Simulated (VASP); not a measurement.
A convergence study with VASP on Al₃Sc (L1_2): one setting is varied, all else stays as given below, so the limit is that of these other settings. Each run relaxes cell and ions; the cell shown is the tightest run's result.

```xyz
4
Lattice="4.1054 0.0000 0.0000 0.0000 4.1054 0.0000 0.0000 0.0000 4.1054" Properties=species:S:1:pos:R:3 pbc="T T T"
Sc     0.0000     0.0000     0.0000
Al     0.0000     2.0527     2.0527
Al     2.0527     0.0000     2.0527
Al     2.0527     2.0527     0.0000
```

Computed with PBE GGA, VASP's PBE PAW potentials (set 64) (plane waves; VASP). The tightest run used: 550 eV cut-off, 11×11×11 Γ-centred mesh, first-order Methfessel-Paxton smearing of 0.10 eV, potentials Sc_sv Al.

The reference is 11×11×11 mesh, which took about 60 core-seconds. Costs are core time on shared hosts, one run each; read them as rough ratios.

Problem. Of the settings 2×2×2 mesh; 3×3×3 mesh; 4×4×4 mesh; 5×5×5 mesh; 6×6×6 mesh; 7×7×7 mesh; 8×8×8 mesh; 9×9×9 mesh; 10×10×10 mesh; 11×11×11 mesh, which is the lowest that keeps the difference from the reference in relaxed volume (Å³/atom) within 0.1 from there on, and what does it cost?

Solution. 3×3×3 mesh; its cost over the reference is about 1/6.
```
setting        difference in relaxed volume (Å³/atom)  cost over the reference
-------------  --------------------------------------  -----------------------
2×2×2 mesh                                      0.970                about 1/4
3×3×3 mesh                                      0.013                about 1/6
4×4×4 mesh                                      0.037                about 1/4
5×5×5 mesh                                      0.017                about 1/4
6×6×6 mesh                                      0.021                about 1/2
7×7×7 mesh                                      0.002                about 1/2
8×8×8 mesh                                      0.011     within a factor of 2
9×9×9 mesh                                      0.008     within a factor of 2
10×10×10 mesh                                   0.003     within a factor of 2
11×11×11 mesh                                   0.000                reference
```

Left out are rungs that failed or repeat a setting and relaxations that didn't move; long series are thinned to 24 rows.

The compound is Al3Sc in the L1_2 structure.
